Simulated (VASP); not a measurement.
# Be2Si (Fm-3m) in VASP: further runs

The runs below take Be2Si through elastic constants, Wannier functions by SCDM, with optPBE-vdW, PBE+D3(BJ).

Everything below comes from runs of VASP 6.6.1. Logs are shortened: lines on timing, memory, paths and dates and some standing lists are left out, and cuts for length are marked.

## Step 1: The structure

The structure is cubic, space group Fm-3m (No. 225). The conventional cell has a = 5.280 Å, b = 5.280 Å, c = 5.280 Å, α = 90.00°, β = 90.00°, γ = 90.00°. Si (site symmetry m-3m) has 8 Be at 2.29 Å as nearest neighbours. Be (site symmetry -43m) is surrounded by 4 Si at 2.29 Å.

The cell comes from a database or a generator and needn't be the stable form of this composition.

## Step 2: Elastic constants, optPBE-vdW

Contents of POSCAR:

```
Be2Si
1.0
    0.0000000000      2.6400000000      2.6400000000
    2.6400000000      0.0000000000      2.6400000000
    2.6400000000      2.6400000000      0.0000000000
Si Be
1 2
Direct
    0.0000000000      0.0000000000      0.0000000000
    0.2500000000      0.2500000000      0.2500000000
    0.7500000000      0.7500000000      0.7500000000
```

Contents of INCAR.step1:

```
  AGGAC = 0.0
  ALGO = Normal
  EDIFF = 1E-8
  EDIFFG = -0.002
  ENCUT = 600
  GGA = OR
  IBRION = 2
  ISIF = 3
  ISMEAR = 1
  LASPH = T
  LCHARG = F
  LREAL = F
  LUSE_VDW = T
  LWAVE = F
  NELM = 100
  NSW = 40
  PREC = Accurate
  SIGMA = 0.1
```

Contents of INCAR.step2:

```
  AGGAC = 0.0
  ALGO = Normal
  EDIFF = 1E-8
  ENCUT = 600
  GGA = OR
  IBRION = 6
  ISIF = 3
  ISMEAR = 1
  LASPH = T
  LCHARG = F
  LREAL = F
  LUSE_VDW = T
  LWAVE = F
  NELM = 100
  NFREE = 2
  NSW = 1
  POTIM = 0.015
  PREC = Accurate
  SIGMA = 0.1
```

Contents of KPOINTS:

```
k-points
0
Gamma
  7 7 7
```

Potentials or basis: VASP PAW PBE potentials, release 54 (Si, Be).

Launch:

```console
cat potpaw_PBE.54/Si/POTCAR potpaw_PBE.54/Be/POTCAR > POTCAR
cp INCAR.step1 INCAR
mpirun -np 1 vasp_std > vasp.out
cp CONTCAR POSCAR
cp INCAR.step2 INCAR
mpirun -np 1 vasp_std > vasp.out
```

OUTCAR:

```text
EDIFF = 1E-8
   ENCUT = 600
   GGA = OR
   IBRION = 6
   ISIF = 3
   ISMEAR = 1
   LASPH = T
   LREAL = F
   NELM = 100
   NFREE = 2
   NSW = 1
   POTIM = 0.015
   PREC = Accurate

 ion  position               nearest neighbor table
   1  0.000  0.000  0.000-   3 2.30   3 2.30   3 2.30   2 2.30   3 2.30   2 2.30   2 2.30   2 2.30

   2  0.250  0.250  0.250-   1 2.30   1 2.30   1 2.30   1 2.30
   3  0.750  0.750  0.750-   1 2.30   1 2.30   1 2.30   1 2.30

  LATTYP: Found a face centered cubic cell.
 ALAT       =     5.3086634785

  Lattice vectors:

 A1 = (   0.0000000000,   2.6543317393,   2.6543317393)
 A2 = (   2.6543317393,   0.0000000000,   2.6543317393)
 A3 = (   2.6543317393,   2.6543317393,   0.0000000000)

Analysis of symmetry for initial positions (statically):
=====================================================================
 Subroutine PRICEL returns:
 Original cell was already a primitive cell.

 Routine SETGRP: Setting up the symmetry group for a
 face centered cubic supercell.

 Subroutine GETGRP returns: Found 48 space group operations
 (whereof 48 operations were pure point group operations)
 out of a pool of 48 trial point group operations.

The static configuration has the point symmetry O_h .

Analysis of symmetry for dynamics (positions and initial velocities):
=====================================================================
 Subroutine PRICEL returns:
 Original cell was already a primitive cell.

 Routine SETGRP: Setting up the symmetry group for a
 face centered cubic supercell.

 Subroutine GETGRP returns: Found 48 space group operations
 (whereof 48 operations were pure point group operations)
 out of a pool of 48 trial point group operations.

The dynamic configuration has the point symmetry O_h .

 Subroutine INISYM returns: Found 48 space group operations
 (whereof 48 operations are pure point group operations),
 and found     1 'primitive' translations
[... 614 lines left out ...]
  band No.  band energies     occupation
      1      -5.0098      2.00000
      2       5.0429      2.00000
      3       5.0739      2.00000
      4       5.8855      2.00000
      5       6.8550     -0.00001
      6       9.5557      0.00000
      7       9.6112      0.00000
      8      10.6841      0.00000

 [... further k-points ...]

------------------------ aborting loop because EDIFF is reached ----------------------------------------

  FORCE on cell =-STRESS in cart. coord.  units (eV):
  Direction    XX          YY          ZZ          XY          YZ          ZX
  --------------------------------------------------------------------------------------
  -------------------------------------------------------------------------------------
  Total        0.0066753     -0.0002641     -0.0002641      0.0000000      0.0479910      0.0000000
  in kB        0.2859458     -0.0113127     -0.0113127      0.0000000      2.0557727      0.0000000
  external PRESSURE =       0.0877735 kB  Pullay stress =       0.0000000 kB
[... 22 lines left out ...]
  energy  without entropy=       -9.5564597731  energy(sigma->0) =       -9.55674218

Total vdW correction in eV:      0.6112196

 INTERNAL STRAIN TENSORS FROM STRAINED CELLS
 ============================================

 INTERNAL STRAIN TENSOR FOR ION    1 for displacements in x,y,z  (eV/Angst):
          X           Y           Z          XY          YZ          ZX
  --------------------------------------------------------------------------------
  x     0.00000     0.00000     0.00000     0.00000     0.00000     0.00000
  y    -0.00000    -0.00000     0.00000    -0.00000     0.00000     0.00000
  z    -0.00000    -0.00000     0.00000     0.00000     0.00000    -0.00000

 INTERNAL STRAIN TENSORS FROM DISPLACED ATOMS
 ============================================

 INTERNAL STRAIN TENSOR FOR ION    1 for displacements in x,y,z  (eV/Angst):
          X           Y           Z          XY          YZ          ZX
  --------------------------------------------------------------------------------
  x     0.00000     0.00000     0.00000     0.00000     0.00000     0.00000
  y     0.00000     0.00000     0.00000     0.00000     0.00000     0.00000
  z     0.00000     0.00000     0.00000     0.00000     0.00000     0.00000

 INTERNAL STRAIN TENSOR FOR ION    3 for displacements in x,y,z  (eV/Angst):
          X           Y           Z          XY          YZ          ZX
  --------------------------------------------------------------------------------
  x    -0.00000     0.00000     0.00000     0.00000     3.19831     0.00000
  y    -0.00000     0.00000    -0.00000     0.00000     0.00000     3.19831
  z     0.00000     0.00000     0.00000     3.19831     0.00000     0.00000

 Eigenvectors and eigenvalues of the dynamical matrix
 ----------------------------------------------------

   1 f  =   12.838106 THz    80.664198 2PiTHz  428.233115 cm-1    53.094116 meV
             X         Y         Z           dx          dy          dz
      0.000000  0.000000  0.000000     0.181358    0.587729   -0.109681
      1.327166  1.327166  1.327166    -0.160265   -0.519373    0.096924
      3.981498  3.981498  3.981498    -0.160265   -0.519373    0.096924
[... 43 lines left out ...]
   9 f/i=    0.007637 THz     0.047987 2PiTHz    0.254756 cm-1     0.031586 meV
             X         Y         Z           dx          dy          dz
      0.000000  0.000000  0.000000     0.173825   -0.757823    0.071721
      1.327166  1.327166  1.327166     0.098352   -0.428781    0.040580
      3.981498  3.981498  3.981498     0.098352   -0.428781    0.040580

--------------------------------------------------------------------------------------------------------

 ELASTIC MODULI CONTR FROM IONIC RELAXATION (kBar)
 Direction    XX          YY          ZZ          XY          YZ          ZX
 --------------------------------------------------------------------------------
 XX          -0.0000      0.0000      0.0000      0.0000      0.0000      0.0000
 YY           0.0000     -0.0000      0.0000     -0.0000     -0.0000     -0.0000
 ZZ           0.0000      0.0000     -0.0000     -0.0000     -0.0000      0.0000
 XY           0.0000     -0.0000     -0.0000   -309.0167     -0.0000     -0.0000
 YZ           0.0000     -0.0000     -0.0000     -0.0000   -309.0167      0.0000
 ZX           0.0000     -0.0000      0.0000     -0.0000      0.0000   -309.0167
 --------------------------------------------------------------------------------

 TOTAL ELASTIC MODULI (kBar)
 Direction    XX          YY          ZZ          XY          YZ          ZX
 --------------------------------------------------------------------------------
 XX        1242.1231    834.3944    834.3944      0.0000     -0.0000     -0.0000
 YY         834.3944   1242.1231    834.3944     -0.0000     -0.0000     -0.0000
 ZZ         834.3944    834.3944   1242.1231     -0.0000     -0.0000     -0.0000
 XY           0.0000     -0.0000     -0.0000    766.7690     -0.0000     -0.0000
 YZ          -0.0000     -0.0000     -0.0000     -0.0000    766.7690      0.0000
 ZX          -0.0000     -0.0000     -0.0000     -0.0000      0.0000    766.7690
 --------------------------------------------------------------------------------
```

OSZICAR.step1:

```text
N       E                     dE             d eps       ncg     rms          rms(c)
DAV:   1     0.930747054484E+01    0.93075E+01   -0.38036E+03   320   0.901E+02
DAV:   2    -0.936957793642E+01   -0.18677E+02   -0.18150E+02   512   0.102E+02
DAV:   3    -0.962179400429E+01   -0.25222E+00   -0.25170E+00   424   0.120E+01
[... 30 lines left out ...]
DAV:   4    -0.955722978226E+01   -0.22997E-06   -0.18879E-07   376   0.374E-03    0.167E-03
DAV:   5    -0.955723021443E+01   -0.43217E-06   -0.34301E-08   360   0.209E-03    0.432E-04
DAV:   6    -0.955723019836E+01    0.16069E-07   -0.42057E-10   160   0.179E-04    0.305E-04
DAV:   7    -0.955723014809E+01    0.50277E-07   -0.44777E-10   160   0.193E-04    0.513E-05
DAV:   8    -0.955723015090E+01   -0.28141E-08   -0.35157E-11   160   0.673E-05
   3 F= -.95572302E+01 E0= -.95570629E+01  d E =-.299901E-02
```

It took 9.8 min on 1 thread of Intel Xeon 6975P-C (Granite Rapids), shared host; peak memory 0.39 GiB.

Results:

```
Relaxed volume                                          : 12.47 Å³/atom
Relaxed cell                                            : a = 3.754 Å, b = 3.754 Å, c = 3.754 Å, α = 60.00°, β = 60.00°, γ = 60.00°
Space group after relaxing (to 0.05 Å)                  : Fm-3m (No. 225)
Elastic constants C11, C12, C44                         : 124, 83, 77 GPa
Voigt bulk modulus                                      : 97 GPa
Highest phonon frequency at Γ, LO-TO splitting left out : 428 cm⁻¹
```

Step by step:
| step | energy change (eV) | largest force (eV/Å) | pressure (GPa) | volume (Å³) |
| --- | --- | --- | --- | --- |
| 1 | 0.0000 | 0.0000 | 1.62 | 36.80 |
| 2 | -0.0030 | 0.0000 | -0.16 | 37.47 |
| 3 | -0.0030 | 0.0000 | 0.00 | 37.40 |

Final structure:
```
Si Be
1.0
     0.00000    2.65433    2.65433
     2.65433    0.00000    2.65433
     2.65433    2.65433    0.00000
Si Be
1 2
Direct
  0.00000 0.00000 0.00000
  0.25000 0.25000 0.25000
  0.75000 0.75000 0.75000
```

Phonon frequencies in cm⁻¹ (negative: imaginary):
```csv
q point,frequencies
"(0.000, 0.000, 0.000)",0 0 0 293 293 293 428 428 428
```

Elastic tensor in Voigt notation (GPa, in the Cartesian axes of the cell as first typed):
```
124  83  83   0   0   0
 83 124  83   0   0   0
 83  83 124   0   0   0
  0   0   0  77   0   0
  0   0   0   0  77   0
  0   0   0   0   0  77
```

Clamped-ion elastic tensor (GPa):
```
124  83  83   0   0   0
 83 124  83   0   0   0
 83  83 124   0   0   0
  0   0   0 108   0   0
  0   0   0   0 108   0
  0   0   0   0   0 108
```

Caveat: the PAW data sets were made with another functional, which shifts forces and pressure a little.

## Step 3: Wannier functions by SCDM, PBE+D3(BJ)

POSCAR is that of step 2.

Contents of INCAR.step1:

```
PREC     = Accurate       # precision mode
ENCUT    = 520            # plane-wave cutoff, eV
EDIFF    = 1E-6           # SCF threshold, eV
ISMEAR   = 1              # smearing method
SIGMA    = 0.1            # smearing width, eV
LREAL    = F              # projectors in reciprocal space
LASPH    = T              # aspherical terms in the spheres
NELM     = 60             # most SCF steps
ALGO     = Fast           # electronic algorithm
ISIF     = 2              # what is computed and relaxed
LWAVE    = T              # write WAVECAR
LCHARG   = T              # write CHGCAR
GGA      = PE             # functional
IVDW     = 12             # dispersion correction
NELECT   = 8.1
```

Contents of INCAR.step2:

```
PREC     = Accurate       # precision mode
ENCUT    = 520            # plane-wave cutoff, eV
EDIFF    = 1E-6           # SCF threshold, eV
ISMEAR   = 1              # smearing method
SIGMA    = 0.1            # smearing width, eV
LREAL    = F              # projectors in reciprocal space
LASPH    = T              # aspherical terms in the spheres
NELM     = 60             # most SCF steps
ALGO     = Fast           # electronic algorithm
ISIF     = 2              # what is computed and relaxed
LWAVE    = F              # write WAVECAR
LCHARG   = F              # write CHGCAR
GGA      = PE             # functional
IVDW     = 12             # dispersion correction
NELECT   = 8.1          
ISTART   = 1            
ICHARG   = 11             # starting density
ISYM     = -1           
NUM_WANN = 8            
LSCDM    = T            
NBANDS   = 16             # bands
CUTOFF_TYPE= erfc         
CUTOFF_MU= 7.7394       
CUTOFF_SIGMA= 2.0
```

Contents of KPOINTS:

```
Automatic mesh
0
Gamma
  4 4 4
```

Contents of KPOINTS_OPT:

```
path GXWKGLUWLK,UX
12
line-mode
reciprocal
 0.0000000000  0.0000000000  0.0000000000  G
 0.5000000000  0.0000000000  0.5000000000  X

 0.5000000000  0.0000000000  0.5000000000  X
 0.5000000000  0.2500000000  0.7500000000  W

 0.5000000000  0.2500000000  0.7500000000  W
 0.3750000000  0.3750000000  0.7500000000  K

 0.3750000000  0.3750000000  0.7500000000  K
 0.0000000000  0.0000000000  0.0000000000  G

 0.0000000000  0.0000000000  0.0000000000  G
 0.5000000000  0.5000000000  0.5000000000  L

 0.5000000000  0.5000000000  0.5000000000  L
 0.6250000000  0.2500000000  0.6250000000  U

 0.6250000000  0.2500000000  0.6250000000  U
 0.5000000000  0.2500000000  0.7500000000  W

 0.5000000000  0.2500000000  0.7500000000  W
 0.5000000000  0.5000000000  0.5000000000  L

 0.5000000000  0.5000000000  0.5000000000  L
 0.3750000000  0.3750000000  0.7500000000  K

 0.6250000000  0.2500000000  0.6250000000  U
 0.5000000000  0.0000000000  0.5000000000  X
```

Contents of KPOINTS_WAN:

```
path GXWKGLUWLK,UX
12
line-mode
reciprocal
 0.0000000000  0.0000000000  0.0000000000  G
 0.5000000000  0.0000000000  0.5000000000  X

 0.5000000000  0.0000000000  0.5000000000  X
 0.5000000000  0.2500000000  0.7500000000  W

 0.5000000000  0.2500000000  0.7500000000  W
 0.3750000000  0.3750000000  0.7500000000  K

 0.3750000000  0.3750000000  0.7500000000  K
 0.0000000000  0.0000000000  0.0000000000  G

 0.0000000000  0.0000000000  0.0000000000  G
 0.5000000000  0.5000000000  0.5000000000  L

 0.5000000000  0.5000000000  0.5000000000  L
 0.6250000000  0.2500000000  0.6250000000  U

 0.6250000000  0.2500000000  0.6250000000  U
 0.5000000000  0.2500000000  0.7500000000  W

 0.5000000000  0.2500000000  0.7500000000  W
 0.5000000000  0.5000000000  0.5000000000  L

 0.5000000000  0.5000000000  0.5000000000  L
 0.3750000000  0.3750000000  0.7500000000  K

 0.6250000000  0.2500000000  0.6250000000  U
 0.5000000000  0.0000000000  0.5000000000  X
```

Potentials or basis: VASP PAW PBE potentials, release 64 (Si, Be).

Launch:

```console
cat potpaw_PBE.64/Si/POTCAR potpaw_PBE.64/Be/POTCAR > POTCAR
cp INCAR.step1 INCAR
mpirun -np 1 vasp_std > vasp.out
cp INCAR.step2 INCAR
mpirun -np 1 vasp_std > vasp.out
```

OUTCAR:

```text
PREC = Accurate
   ENCUT = 520
   EDIFF = 1E-6
   ISMEAR = 1
   LREAL = F
   LASPH = T
   NELM = 60
   ISIF = 2
   GGA = PE
   IVDW = 12
   NELECT = 8.1
   ISTART = 1
   ICHARG = 11
   ISYM = -1
 IVDW          = 12

 ion  position               nearest neighbor table
   1  0.000  0.000  0.000-   3 2.29   3 2.29   3 2.29   2 2.29   2 2.29   2 2.29   3 2.29   2 2.29

   2  0.250  0.250  0.250-   1 2.29   1 2.29   1 2.29   1 2.29
[... 616 lines left out ...]

 Edisp (eV)   -0.92930

 E8    (eV) :    -0.3485

  FORCE on cell =-STRESS in cart. coord.  units (eV):
  Direction    XX          YY          ZZ          XY          YZ          ZX
  --------------------------------------------------------------------------------------
  -------------------------------------------------------------------------------------
  Total       0.06725     0.06727     0.06722    -0.00002     0.00001     0.00002
  in kB       2.92811     2.92897     2.92682    -0.00094     0.00026     0.00083
  external pressure =        2.93 kB  Pullay stress =        0.00 kB

 VOLUME and BASIS-vectors are now :
 -----------------------------------------------------------------------------
  energy-cutoff  :      520.00
  volume of cell :       36.80
      direct lattice vectors                 reciprocal lattice vectors
     0.000000000  2.640000000  2.640000000    -0.189393939  0.189393939  0.189393939
     2.640000000  0.000000000  2.640000000     0.189393939 -0.189393939  0.189393939
     2.640000000  2.640000000  0.000000000     0.189393939  0.189393939 -0.189393939

 POSITION                                       TOTAL-FORCE (eV/Angst)
 -----------------------------------------------------------------------------------
      0.00000      0.00000      0.00000        -0.000000      0.000005     -0.000005
      1.32000      1.32000      1.32000         0.000001      0.000009      0.000008
      3.96000      3.96000      3.96000        -0.000001     -0.000013     -0.000003
 -----------------------------------------------------------------------------------
    total drift:                                0.000016     -0.000009     -0.000012

  FREE ENERGIE OF THE ION-ELECTRON SYSTEM (eV)
  ---------------------------------------------------
  free  energy   TOTEN  =       -12.3435889234 eV

  energy  without entropy=      -12.3409810565  energy(sigma->0) =      -12.34271963
```

OUTCAR.step1:

```text
PREC = Accurate
   ENCUT = 520
   EDIFF = 1E-6
   ISMEAR = 1
   LREAL = F
[... 304 lines left out ...]
      0.00000      0.00000      0.00000        -0.000000     -0.000000     -0.000000
      1.32000      1.32000      1.32000         0.000000      0.000000      0.000000
      3.96000      3.96000      3.96000        -0.000000     -0.000000     -0.000000
 -----------------------------------------------------------------------------------
    total drift:                                0.000000     -0.000000     -0.000000

  FREE ENERGIE OF THE ION-ELECTRON SYSTEM (eV)
  ---------------------------------------------------
  free  energy   TOTEN  =       -12.3435889323 eV

  energy  without entropy=      -12.3409808852  energy(sigma->0) =      -12.34271958
```

OSZICAR.step1:

```text
N       E                     dE             d eps       ncg     rms          rms(c)
DAV:   1     0.618484507772E+01    0.61848E+01   -0.31766E+03   128   0.767E+02
DAV:   2    -0.112963224532E+02   -0.17481E+02   -0.17153E+02   216   0.937E+01
DAV:   3    -0.115417212294E+02   -0.24540E+00   -0.24540E+00   152   0.110E+01
DAV:   4    -0.115422712370E+02   -0.55001E-03   -0.55001E-03   192   0.581E-01
DAV:   5    -0.115422724997E+02   -0.12627E-05   -0.12624E-05   160   0.215E-02    0.396E+00
RMM:   6    -0.114467502123E+02    0.95522E-01   -0.33239E-02   128   0.134E+00    0.241E+00
RMM:   7    -0.114135861778E+02    0.33164E-01   -0.46707E-02   130   0.160E+00    0.145E-01
RMM:   8    -0.114141281805E+02   -0.54200E-03   -0.25972E-03   138   0.501E-01    0.117E-01
RMM:   9    -0.114142766262E+02   -0.14845E-03   -0.41910E-04   140   0.173E-01    0.665E-02
RMM:  10    -0.114142921165E+02   -0.15490E-04   -0.73593E-05   143   0.884E-02    0.165E-02
RMM:  11    -0.114142905987E+02    0.15178E-05   -0.11531E-05   146   0.393E-02    0.639E-03
RMM:  12    -0.114142908708E+02   -0.27215E-06   -0.25422E-06   113   0.165E-02
   1 F= -.12343589E+02 E0= -.12342720E+02  d E =-.260805E-02
```

Run time: 30 s. Hardware: 1 thread of Intel Xeon 6975P-C (Granite Rapids), shared host; peak memory 0.19 GiB.

The run converged, but some of its settings lie outside the range that counts as converged, so its numbers aren't taken as properties of the crystal.

Results:

| Property | Result |
| --- | --- |
| Band gap along the path | none (metal or under the smearing width) |
| Dispersion energy per atom | -0.310 eV |

Caveat: the k mesh is coarse (spacing up to 0.52 Å⁻¹), so the values aren't converged; the cell is charged against a uniform background, so pressure and absolute levels hang on convention; pairwise dispersion overbinds metals, which lowers pressure and volume.
